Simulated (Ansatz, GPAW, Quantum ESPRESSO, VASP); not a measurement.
## One structure in several programs: ZrMnF6 (Fm-3m, 8 atoms in the cell)

Self-consistent single point, at a second geometry (lattice scaled by 0.98). First geometry:

```
ZrMnF6
1.0
    0.00000     4.13559     4.13559
    4.13559     0.00000     4.13559
    4.13559     4.13559     0.00000
Zr Mn F
1 1 6
Direct
  0.50000   0.50000   0.50000
  0.00000   0.00000   0.00000
  0.74500   0.25500   0.25500
  0.25500   0.74500   0.74500
  0.25500   0.74500   0.25500
  0.74500   0.25500   0.74500
  0.25500   0.25500   0.74500
  0.74500   0.74500   0.25500
```
Moments meant for the start (each program seeds them in its own way; μB, in the order of the atoms Zr Mn F F F F F F): 0.0 4.0 0.0 0.0 0.0 0.0 0.0 0.0.

Shared settings, as Ansatz (a quantum-chemistry and plane-wave program) writes them: kpoints.mp_grid.grid = 4 4 4; scf.occupations.method = fermi_dirac; scf.occupations.width = 0.02 eV. Potentials and cutoffs stand in the table.

```csv
code,model,ΔF from the first geometry (meV/atom),pressure (GPa),largest force (eV/Å),gap on the mesh (eV),size of the net moment (μB/atom),cutoff
Quantum ESPRESSO,"PBEsol, GBRV 1.5 ultrasoft (PBESOL) pseudopotentials",4.2,3.68,0.278,2.247,0.62,50 Ry
Ansatz,"PBEsol, PAW files made with PBE",4.8,3.52,0.283,2.226,0.62,420 eV
GPAW,"PBEsol, GPAW PAW datasets PBEsol (made by gpaw-setup)",4.2,–,0.015,2.130,0.62,950 eV
VASP,"PBEsol, VASP's PBE PAW potentials (set 64)",4.5,-4.18,0.350,2.237,0.62,400 eV
```

For VASP (by 7.8 GPa) the energy change implies a higher mean pressure, against the two pressures, than for the other programs: a sign of finite-basis (Pulay) stress.

A dash marks a value that a program does not give, or that is left out as unsure.

Gaps are read on the mesh.

On Ansatz's run: with one magnetic atom in the cell only a parallel order is possible.

The spread over the programs that give each value: ΔF from the first geometry within 0.6 meV/atom; pressure within 7.86 GPa; largest force within 0.335 eV/Å; gap on the mesh within 0.117 eV; size of the net moment within 0.00 μB/atom.

Ansatz's pressure is given at a fixed set of plane waves, as the other plane-wave codes print theirs; with its correction for the finite basis it is 3.88 GPa (the shift of 0.36 GPa shows how far the cutoff is from converged). The pressure of GPAW is left out: its cutoff lies under the one at which its stress was checked. In the pressure, VASP (by 7.69) lies more than 1 GPa from the median of the plane-wave programs. In the force vectors, GPAW (by 0.266) lies more than 0.08 eV/Å from the median of the plane-wave programs.

VASP's run is marked for a possible Pulay error in its stress at this cutoff; no cutoff test was made.

The starting cell comes from a database of computed structures (which also holds hypothetical and non-ambient phases and stackings), without a prior relaxation at this level. Its lattice was rescaled by a random factor within 2.5 % of one. For this run, on top of that: lattice scaled by 0.98.

Left out of this page: CP2K, FLEUR and SIESTA (not drawn, or without a comparable value).

Keys are those of Ansatz 0.2.
